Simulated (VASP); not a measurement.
Crystal: Bi.

```
Bi
1.0
     2.26750    1.30914    3.93800
    -2.26750    1.30914    3.93800
     0.00000   -2.61828    3.93800
Bi
2
Cartesian
  0.0000 0.0000 2.7645
  0.0000 0.0000 9.0495
```

* Program: VASP 6.6.1
* Task: relaxation of cell and atoms
* Functional: PBE
* Dispersion: D3(BJ)
* Potentials or basis: VASP PAW PBE potentials, release 64 (Bi_d)
* Cutoff: 600 eV
* k mesh: 12 × 12 × 12
* Occupations: methfessel-paxton, width 0.1 eV
* Spin: no spin polarisation

At the start: pressure 0.1 GPa; volume 35.07 Å³/atom.

How do energy, volume and symmetry change on relaxing?

Over 9 steps the energy falls by 4.0 meV/atom and the volume is 34.55 Å³/atom (-1.5 %); space group R-3m (No. 166, to 0.05 Å).

Step by step:
```
step  energy change (eV)  largest force (eV/Å)  pressure (GPa)  volume (Å³)
   1              0.0000                0.2271            0.06        70.14
   2             -0.0037                0.1219           -0.25        70.27
   3             -0.0050                0.0277           -0.54        70.40
   4             -0.0072                0.0180           -0.09        69.54
   5             -0.0073                0.0134            0.04        69.29
   6             -0.0073                0.0127            0.05        69.25
   7             -0.0076                0.0086            0.03        69.21
   8             -0.0081                0.0107           -0.01        69.10
   9             -0.0081                0.0089           -0.02        69.10
```

Final structure:
```cif
data_structure
_symmetry_space_group_name_H-M 'P 1'
_symmetry_Int_Tables_number 1
_cell_length_a 4.6836
_cell_length_b 4.6836
_cell_length_c 4.6836
_cell_angle_alpha 57.873
_cell_angle_beta 57.873
_cell_angle_gamma 57.873
_cell_volume 69.10
loop_
_atom_site_label
_atom_site_type_symbol
_atom_site_fract_x
_atom_site_fract_y
_atom_site_fract_z
_atom_site_occupancy
Bi1 Bi 0.23731 0.23731 0.23731 1
Bi2 Bi 0.76269 0.76269 0.76269 1
```

Caveat: pairwise dispersion overbinds metals, which lowers pressure and volume.
